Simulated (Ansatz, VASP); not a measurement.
# TaN (TaN(211) slab) in two plane-wave programs, part 2 of 2

One calculation is typed for both programs; each brings its own data sets. How far apart do they land? The cell is taken from a series of runs on this material, whose earlier steps may have relaxed, scaled, displaced or heated it; both programs get it as it stands.

VASP 6.6.1 and Ansatz 0.2.0.

So far: Starting point; VASP: single point, PBE.

## (3) Ansatz: single point, PBE

Level of this step: Ansatz beside VASP: Kohn-Sham DFT, plane waves, PBE (Ansatz).

Ansatz runs on its default PAW (the set named soft_2) files.

The same cell, functional, mesh and smearing now go to Ansatz, which takes its cutoff from its data sets.

Contents of input.yaml:

```yaml
crystal:
  lattice:
    - [6.25082, 0.0, 0.0]
    - [-3.12541, 7.65566, 0.0]
    - [0.0, 0.0, 26.72897]
  atoms:
    - { symbol: Ta, position: [0.25634, 0.01331, 0.29139] }
    - { symbol: "N", position: [0.01663, 0.53342, 0.28576] }
    - { symbol: Ta, position: [0.33583, 0.67135, 0.30814] }
    - { symbol: "N", position: [0.09685, 0.19421, 0.30429] }
    - { symbol: Ta, position: [0.41804, 0.33598, 0.34246] }
    - { symbol: "N", position: [0.16951, 0.83986, 0.35188] }
    - { symbol: Ta, position: [0.01367, 0.02837, 0.37888] }
    - { symbol: "N", position: [0.25656, 0.51349, 0.37491] }
    - { symbol: Ta, position: [0.08091, 0.66237, 0.4167] }
    - { symbol: "N", position: [0.33494, 0.1703, 0.41986] }
    - { symbol: Ta, position: [0.17904, 0.35789, 0.44601] }
    - { symbol: "N", position: [0.42197, 0.84455, 0.44305] }
    - { symbol: Ta, position: [0.2399, 0.98088, 0.48505] }
    - { symbol: "N", position: [0.99866, 0.49708, 0.48929] }
    - { symbol: Ta, position: [0.34343, 0.68579, 0.51495] }
    - { symbol: "N", position: [0.08467, 0.16958, 0.51071] }
    - { symbol: Ta, position: [0.40429, 0.30878, 0.55399] }
    - { symbol: "N", position: [0.16137, 0.82212, 0.55695] }
    - { symbol: Ta, position: [0.00242, 0.0043, 0.5833] }
    - { symbol: "N", position: [0.2484, 0.49637, 0.58014] }
    - { symbol: Ta, position: [0.06967, 0.63829, 0.62112] }
    - { symbol: "N", position: [0.32677, 0.15317, 0.62509] }
    - { symbol: Ta, position: [0.1653, 0.33068, 0.65754] }
    - { symbol: "N", position: [0.41383, 0.8268, 0.64812] }
    - { symbol: Ta, position: [0.2475, 0.99531, 0.69186] }
    - { symbol: "N", position: [0.98648, 0.47246, 0.69571] }
    - { symbol: Ta, position: [0.32699, 0.65335, 0.70861] }
    - { symbol: "N", position: [0.0667, 0.13325, 0.71424] }
    - { symbol: Ta, position: [0.75634, 0.01331, 0.29139] }
    - { symbol: "N", position: [0.51663, 0.53342, 0.28576] }
    - { symbol: Ta, position: [0.83583, 0.67135, 0.30814] }
    - { symbol: "N", position: [0.59685, 0.19421, 0.30429] }
    - { symbol: Ta, position: [0.91804, 0.33598, 0.34246] }
    - { symbol: "N", position: [0.66951, 0.83986, 0.35188] }
    - { symbol: Ta, position: [0.51367, 0.02837, 0.37888] }
    - { symbol: "N", position: [0.75656, 0.51349, 0.37491] }
    - { symbol: Ta, position: [0.58091, 0.66237, 0.4167] }
    - { symbol: "N", position: [0.83494, 0.1703, 0.41986] }
    - { symbol: Ta, position: [0.67904, 0.35789, 0.44601] }
    - { symbol: "N", position: [0.92197, 0.84455, 0.44305] }
    - { symbol: Ta, position: [0.7399, 0.98088, 0.48505] }
    - { symbol: "N", position: [0.49866, 0.49708, 0.48929] }
    - { symbol: Ta, position: [0.84343, 0.68579, 0.51495] }
    - { symbol: "N", position: [0.58467, 0.16958, 0.51071] }
    - { symbol: Ta, position: [0.90429, 0.30878, 0.55399] }
    - { symbol: "N", position: [0.66137, 0.82212, 0.55695] }
    - { symbol: Ta, position: [0.50242, 0.0043, 0.5833] }
    - { symbol: "N", position: [0.7484, 0.49637, 0.58014] }
    - { symbol: Ta, position: [0.56967, 0.63829, 0.62112] }
    - { symbol: "N", position: [0.82677, 0.15317, 0.62509] }
    - { symbol: Ta, position: [0.6653, 0.33068, 0.65754] }
    - { symbol: "N", position: [0.91383, 0.8268, 0.64812] }
    - { symbol: Ta, position: [0.7475, 0.99531, 0.69186] }
    - { symbol: "N", position: [0.48648, 0.47246, 0.69571] }
    - { symbol: Ta, position: [0.82699, 0.65335, 0.70861] }
    - { symbol: "N", position: [0.5667, 0.13325, 0.71424] }
kpoints:
  mp_grid: { grid: [8, 6, 1] }
hamiltonian:
  xc: pbe
scf:
  occupations: { method: fermi_dirac, width: 0.1 }
output:
  forces: true
```

On the command line:

```bash
$ ansatz run input.yaml --threads 6 --pin off --max-ram 102400MiB --backend cuda --events-out ev --progress --plain --runs-dir out
```

Numbers of over 12 decimals in the logs are rounded to 6 here.

Log:

```text
Warning: the atoms were moved onto the symmetric positions of the space group found under crystal.symmetry.tolerance 1.0e-5 (fractional; no operation is sought that the atoms, as they stand in a round, miss by more than twice it, and no atom is moved by as much as it), and the run uses the moved positions. Before a round's move an operation carried an atom to 6.77e-5 Å from where it should land, the largest such dist [...]
Engine: ansatz 0.2.0, x86_64-unknown-linux-gnu
Pseudopotentials: kind: paw
Pseudopotential: Ta, paw, valence charge 13, recommended cutoff 420 eV (normal), Ta.paw.azcp
Pseudopotential: N, paw, valence charge 5, recommended cutoff 420 eV (normal), N.paw.azcp
Functional definition: PBE
  parameter kappa = 0.804
  parameter beta = 0.066725
  exchange = pbe_x(kappa = kappa, mu = beta*pi^2/3)
  correlation = pbe_c(beta = beta)
device memory: the entry about to start is reckoned to put 24.2 GiB on a device that reports 78.6 GiB free
GPU FFT provider: cuFFT
GPU libraries: cuBLAS 13.8.2, cuFFT 12.4.0, cuSOLVER 12.3.4
Crystal: 56 atoms, lattice volume = 1279.092 Å³
Basis set: ecut = 420 eV, 24987 PW (Γ), exchange–correlation on 90×120×360 points (8 copies of the dense FFT grid, shifted against one another)
Bands: 308, of which v1, the nominal top of the filled ones, is band 252 counted from 1 (251 counted from 0)
Symmetry: 4 space group operations
Space group: P-1 (ITA 2), of the structure as read, at distance tolerance 1.1e-4 Å
k-points: 26 of 48
Non-local potential: Ta, projectors of the file, l = 0: 3, l = 1: 2, l = 2: 2, l = 3: 1
Non-local potential: N, projectors of the file, l = 0: 2, l = 1: 2, l = 2: 1
PAW form: soft (Blöchl's): semilocal exchange-correlation on the pseudo side does not see the compensation charge
PAW one-centre angular grid: Ta, 590 points (default); XC on 64 Gauss nodes
PAW one-centre angular grid: N, 110 points (default); XC on 64 Gauss nodes
Initial density: superposition of atomic densities (neutral atoms: chi_scale 0, normalization atom), corrected by the library's trained network
Initial wavefunctions: pseudopotential atomic-orbital guess
GPU buffer pool allocated for 486000 grid points (all kernels)
GPU transforms: local potential and band sums: pruned to the plane-wave sphere, on 45×60×180
Functional: x = pbe(κ = 0.804, μ = 0.219515), c = pbe(β = 0.066725)
SCF iter   1: F=—  HF=-288895.461346 eV  |F-HF|=—  |Δ(HF+E_count)|=         —  Δρ=6.09e-3  dr2=2.64e0  ethr=1.77e-3  ⟨swp⟩=8.5  Hψ=39382  notcnv=0
preconditioner: auto → LDOS  [metal: Δε(μ)=0.006 eV  Ē_g=8.935 eV  σ=0.100 eV  W_gap=0.01  n_scr=284 (ndim 8)  ℏωp=17.4 eV  f_vac=0.465  D(μ)=22.58/eV (n_scr^D=134)  β→1.0]
SCF iter   2: F=—  HF=-288895.326774 eV  |F-HF|=—  |Δ(HF+E_count)|=   1.35e-1  Δρ=2.32e-3  dr2=2.12e-1  ethr=5.24e-4  ⟨swp⟩=3.3  Hψ=13035  notcnv=0
SCF iter   3: F=—  HF=-288895.308278 eV  |F-HF|=—  |Δ(HF+E_count)|=   1.85e-2  Δρ=7.55e-4  dr2=1.65e-2  ethr=4.21e-5  ⟨swp⟩=2.7  Hψ=12041  notcnv=0
SCF iter   4: F=—  HF=-288895.309529 eV  |F-HF|=—  |Δ(HF+E_count)|=   1.25e-3  Δρ=2.25e-4  dr2=1.06e-3  ethr=3.27e-6  ⟨swp⟩=2.4  Hψ=11975  notcnv=0
SCF iter   5: F=—  HF=-288895.304976 eV  |F-HF|=—  |Δ(HF+E_count)|=   4.55e-3  Δρ=7.37e-5  dr2=7.76e-5  ethr=2.11e-7  ⟨swp⟩=3.0  Hψ=12076  notcnv=0
SCF iter   6: F=—  HF=-288895.307291 eV  |F-HF|=—  |Δ(HF+E_count)|=   2.32e-3  Δρ=2.13e-5  dr2=1.01e-5  ethr=1.54e-8  ⟨swp⟩=3.3  Hψ=15737  notcnv=0
SCF iter   7: F=—  HF=-288895.307295 eV  |F-HF|=—  |Δ(HF+E_count)|=   3.32e-6  Δρ=6.27e-6  dr2=8.41e-7  ethr=2.00e-9  ⟨swp⟩=2.7  Hψ=13627  notcnv=0
SCF iter   8: F=-288895.307295 eV  HF=-288895.307295 eV  |F-HF|=6.61e-8  |Δ(HF+E_count)|=   6.51e-7  Δρ=1.87e-6  dr2=6.00e-8  ethr=1.98e-11  ⟨swp⟩=6.0  Hψ=32930  notcnv=0
SCF 1 converged in 8 iterations: F = -288895.307295 eV  dr2 = 6.00e-8
  greatest PAW one-centre occupation: 0.999 electrons in one spin orbital (limit 2), on the Ta atom at site 54 (counted from 0), in its partial waves of l = 0
SCF converged after 8 iterations
Free energy (F): -288895.307295 eV
Harris-Foulkes:  -288895.307295 eV  (|F-HF|=6.61e-8)
Internal energy: -288894.542521 eV  (E = F + TS)
E sigma→0 (E₀):  -288894.924908 eV
Entropy (-TS):   -0.764774 eV (-13.657 meV/atom)
Fermi energy:    7.597462 eV
--- Per-component energies (eV) ---
  E_band       = -7990.578739
  E_kinetic    = 13933.861357
  E_local      = -605893.042114  (includes V_loc(G=0)·N_el)
  E_nonlocal   = 1677.011340
  E_hartree    = 296932.557657
  E_xc         = -7811.533386
  E_vxc        = -7869.571929  (∫ρ·V_xc dr)
  E_paw        = -238671.297056  (= ΣΔE_a)
  E_vpaw       = -3704.047924  (= ΣTr[D̂ρ^β])
  E_aug_tail   = 0.006527  (compensation charges beyond the density's cutoff)
  E_ewald      = 250937.893153
  E_smearing   = -0.764774  (= −TS)
  E_closure    = -0.000000  (closes the sum)
  Σ components = -288895.307295   (vs F -288895.307295, Δ=0.00e0)
--- Forces (eV/Å), atoms counted from 1 ---
  atom   1  Ta    -0.00197497     0.03060360    -0.02068982
  atom   2  N      0.00614534     0.00043048    -0.03230189
  atom   3  Ta    -0.00682426     0.05771579     0.02632425
  atom   4  N      0.01262816    -0.04057321     0.00973589
  atom   5  Ta    -0.01333785     0.00271520     0.05513876
  atom   6  N      0.00333897     0.01973830     0.03456606
  atom   7  Ta     0.01167743    -0.03680589    -0.01855111
  atom   8  N     -0.00015949     0.00816249    -0.01337364
  atom   9  Ta     0.00023511    -0.03840146     0.01437504
  atom  10  N     -0.00434973     0.01029017     0.02476725
  atom  11  Ta    -0.00527343     0.06439844     0.00123565
  atom  12  N     -0.00900477     0.00925942    -0.06922209
  atom  13  Ta     0.01300230     0.12033624     0.03950579
  atom  14  N      0.00764027    -0.02354887     0.01893362
  atom  15  Ta    -0.01300230    -0.12033624    -0.03950579
  atom  16  N     -0.00764027     0.02354887    -0.01893362
  atom  17  Ta     0.00527343    -0.06439844    -0.00123565
  atom  18  N      0.00900477    -0.00925942     0.06922209
  atom  19  Ta    -0.00023511     0.03840146    -0.01437504
  atom  20  N      0.00434973    -0.01029017    -0.02476725
  atom  21  Ta    -0.01167743     0.03680589     0.01855111
  atom  22  N      0.00015949    -0.00816249     0.01337364
  atom  23  Ta     0.01333785    -0.00271520    -0.05513876
  atom  24  N     -0.00333897    -0.01973830    -0.03456606
[...]
atom  49  Ta    -0.01167743     0.03680589     0.01855111
  atom  50  N      0.00015949    -0.00816249     0.01337364
  atom  51  Ta     0.01333785    -0.00271520    -0.05513876
  atom  52  N     -0.00333897    -0.01973830    -0.03456606
  atom  53  Ta     0.00682426    -0.05771579    -0.02632425
  atom  54  N     -0.01262816     0.04057321    -0.00973589
  atom  55  Ta     0.00197497    -0.03060360     0.02068982
  atom  56  N     -0.00614534    -0.00043048     0.03230189
  max |Σ_I F_I| component: 3.47e-18 eV/Å
```

## (4) Side by side

Known differences besides the potentials themselves: the data sets hold 504 valence electrons in Ansatz (on its default PAW (the set named soft_2) files) and 448 in VASP; the cutoff is 420 eV in Ansatz and 520 eV in VASP (PREC = Accurate, projectors in real space). Total energies have different zeros and are not compared.

Forces on 10 of the 56 atoms, those with the largest forces and the largest differences (eV/Å; atoms numbered as in POSCAR):

| atom | Ansatz x, y, z | VASP x, y, z |
| --- | --- | --- |
| Ta2 | -0.007, 0.058, 0.026 | -0.008, 0.118, 0.035 |
| Ta7 | 0.013, 0.120, 0.040 | 0.013, 0.113, 0.038 |
| Ta8 | -0.013, -0.120, -0.040 | -0.013, -0.113, -0.038 |
| Ta13 | 0.007, -0.058, -0.026 | 0.008, -0.118, -0.035 |
| Ta21 | 0.013, 0.120, 0.040 | 0.013, 0.113, 0.038 |
| Ta22 | -0.013, -0.120, -0.040 | -0.013, -0.113, -0.038 |
| Ta27 | 0.007, -0.058, -0.026 | 0.008, -0.118, -0.035 |
| N29 | 0.006, 0.000, -0.032 | 0.007, -0.049, -0.101 |
| N42 | -0.006, 0.000, 0.032 | -0.007, 0.049, 0.101 |
| N56 | -0.006, 0.000, 0.032 | -0.007, 0.049, 0.101 |

The forces differ by 19 meV/Å r.m.s., which is 46.7 % of the r.m.s. force of 0.041 eV/Å (both taken over all components). With vacuum in the cell, a pressure given here is an average over mostly empty space and none of the material.

## (5) Summary of results

```
r.m.s. force difference (single point, PBE) : 19 meV/Å
```

The r.m.s. force difference is 19 meV/Å (single point, PBE), beyond the 12 meV/Å picked in this series as the mark of a large difference. The data sets hold unlike numbers of valence electrons (504 in Ansatz and 448 in VASP), so part of the differences comes from the potentials. What causes the difference of the single point, PBE pair stays open here. Such differences can come from data sets, numerical settings and the points named under the comparisons, not from the functional's error against experiment.

[Lines on the potential files, build, host, timing and source positions are cut from VASP's logs without a mark.]

[Logs are printed without paths, hosts, clocks, repeated set-up lines and the standing remarks that a program may print on its own settings, such as how far it seeks lower states.]

[Hosts, paths, dates, database ids (printed as entryN), source tags and the programs' standing remarks are cut or masked in the printed files.]
